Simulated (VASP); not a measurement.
Data:

```yaml
crystal:
  lattice:
    - [2.08355, 1.20294, 13.56501]
    - [-2.08355, 1.20294, 13.56501]
    - [0.00000, -2.40587, 13.56501]
  atoms:
    - { symbol: Ge, position: [0.00000, 0.00000, 0.00000] }
    - { symbol: Sb, position: [0.42730, 0.42730, 0.42730] }
    - { symbol: Sb, position: [0.57270, 0.57270, 0.57270] }
    - { symbol: Te, position: [0.13270, 0.13270, 0.13270] }
    - { symbol: Te, position: [0.86730, 0.86730, 0.86730] }
    - { symbol: Te, position: [0.28980, 0.28980, 0.28980] }
    - { symbol: Te, position: [0.71020, 0.71020, 0.71020] }
```

Calculation: PBE GGA, VASP's PBE PAW potentials (set 64) (plane waves; VASP). Run with 300 eV cut-off, 4×4×4 Γ-centred mesh, Fermi-Dirac smearing of 0.10 eV, potentials Ge_d Sb Te.

At this cut-off the stress carries a Pulay error, which pulls relaxed volumes low.

### Question
Give the force on each atom (eV/Å).

### Answer

| atom | Fx | Fy | Fz |
|---|---|---|---|
| Ge1 | 0.000 | 0.000 | 0.000 |
| Sb2 | 0.000 | 0.000 | -1.105 |
| Sb3 | 0.000 | 0.000 | 1.105 |
| Te4 | 0.000 | 0.000 | 0.947 |
| Te5 | 0.000 | 0.000 | -0.947 |
| Te6 | 0.000 | 0.000 | 0.264 |
| Te7 | 0.000 | 0.000 | -0.264 |

### Question
Give the stress tensor in GPa (positive for a compressed cell).

### Answer

```
5.56  0.00  0.00
0.00  5.56  0.00
0.00  0.00  4.30
```
The pressure is its mean diagonal, 5.14 GPa.

The structure was generated: GeSb2Te4 was put into an ordered model structure, which need not be its known phase. The cell was not relaxed at this level. The k-mesh is coarse (spacing up to 0.44 per Å, 2π included), so the numbers may not be converged in it.
